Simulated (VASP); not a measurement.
An input for Ansatz (written as the equivalent of a VASP run, and not itself run):

Ansatz 0.2 input:
```yaml
crystal:
  lattice:
    - [0.0000000, 2.9721507, 2.9721507]
    - [2.9721507, 0.0000000, 2.9721507]
    - [2.9721507, 2.9721507, 0.0000000]
  atoms:
    - { symbol: Pb, position: [0.0000000, 0.0000000, 0.0000000] }
    - { symbol: S, position: [0.5000000, 0.5000000, 0.5000000] }
kpoints:
  mp_grid: { grid: [6, 6, 6] }
hamiltonian:
  xc: hse06
  pseudopotentials: { kind: paw }
scf:
  occupations: { method: gaussian, width: 0.05 }
  max_iter: 60
output: { forces: true, stress: true, eigenvalues: true }
```

Task: Write the VASP files for the same calculation (HSE06).

Result: One answer among several that fit: 
### POSCAR
```
PbS
1
    0.0000000000     2.9721506739     2.9721506739
    2.9721506739     0.0000000000     2.9721506739
    2.9721506739     2.9721506739     0.0000000000
Pb S
1 1
Direct
  0.0000000000   0.0000000000   0.0000000000
  0.5000000000   0.5000000000   0.5000000000
```

INCAR:
```
AEXX  =  0.25
ALGO  =  Normal
EDIFF  =  1E-6
ENCUT  =  520
GGA  =  PE
HFSCREEN  =  0.2
ISIF  =  2
ISMEAR  =  0
ISYM  =  3
LASPH  =  T
LCHARG  =  F
LHFCALC  =  T
LMAXMIX  =  4
LREAL  =  F
LWAVE  =  F
NELM  =  60
PREC  =  Accurate
PRECFOCK  =  Fast
SIGMA  =  0.05
SYSTEM  =  PbS
```

File KPOINTS:
```
Automatic mesh
0
Gamma
6 6 6
0 0 0
```

POTCAR, in this order: Pb_d S (PBE.64 set). Program: vasp_std. Read from the step before: WAVECAR.

The two are equivalent in intent, not identical: each code has its own PAW files, so the cut-off isn't converted (ENCUT is set for VASP's; basis.ecutwfc is left out, and Ansatz then takes the one that its files recommend); Ansatz stops its SCF on the density residual and VASP on the energy change (EDIFF); Ansatz's hse06 screens at 0.11 per bohr (0.208 per Å), slightly more than HFSCREEN = 0.2.

The compound is PbS in the rock salt structure. This cell is one point of a volume scan, at 0.97 of the reference volume.
